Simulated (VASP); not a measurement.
Computed with PBE GGA with D3 dispersion (Becke-Johnson damping), VASP's PBE PAW potentials (set 64) (plane waves; VASP).

The input files of a VASP run:

INCAR:
```
SYSTEM = NiAl
PREC = Accurate
ENCUT = 520
EDIFF = 1E-7
NELM = 100
ALGO = Normal
LREAL = .FALSE.
LASPH = .TRUE.
ISMEAR = -5
GGA = PE
IVDW = 12
LMAXMIX = 4
LWAVE = .FALSE.
LCHARG = .TRUE.
LORBIT = 11
NEDOS = 601
ISIF = 2
```

KPOINTS:
```
kpoints
0
gamma
14 14 14
0 0 0
```

### POSCAR
```
NiAl
1
    2.8585326131     0.0000000000     0.0000000000
    0.0000000000     2.8585326131     0.0000000000
    0.0000000000     0.0000000000     2.8585326131
Al Ni
1 1
Direct
  0.5000000000   0.5000000000   0.5000000000
  0.0000000000   0.0000000000   0.0000000000
```

POTCAR, in this order: Al Ni (PBE.64 set). Program: vasp_std.

**Question.** Estimate the energy per atom (σ→0), dispersion energy, band gap (on the k-mesh).

**Answer.** 
- energy per atom (σ→0): -551.5 kJ/mol-atom
- dispersion energy: -0.908 eV
- band gap (on the k-mesh): none (metal, semimetal or under 0.01 eV)

### OSZICAR
```
...
DAV:   8    -0.105379037522E+02    0.47226E-02   -0.37750E-01  2930   0.776E+00    0.104E+00
DAV:   9    -0.105238992946E+02    0.14004E-01   -0.56815E-02  2804   0.395E+00    0.183E-01
DAV:  10    -0.105235533414E+02    0.34595E-03   -0.15271E-03  2850   0.630E-01    0.796E-02
DAV:  11    -0.105235485064E+02    0.48350E-05   -0.39375E-05  2754   0.631E-02    0.274E-02
DAV:  12    -0.105235460984E+02    0.24079E-05   -0.65020E-06  2892   0.481E-02    0.342E-03
DAV:  13    -0.105235458063E+02    0.29216E-06   -0.18767E-07  1784   0.434E-03    0.186E-03
DAV:  14    -0.105235458111E+02   -0.47833E-08   -0.78840E-08  1304   0.330E-03
   1 F= -.11431240E+02 E0= -.11431240E+02  d E =0.000000E+00
```

The compound is NiAl in the CsCl type structure. It was relaxed first. The run is not spin-polarised, so no magnetic state was tried. The electron count is odd and the run is not spin-polarised, which forces a metal.
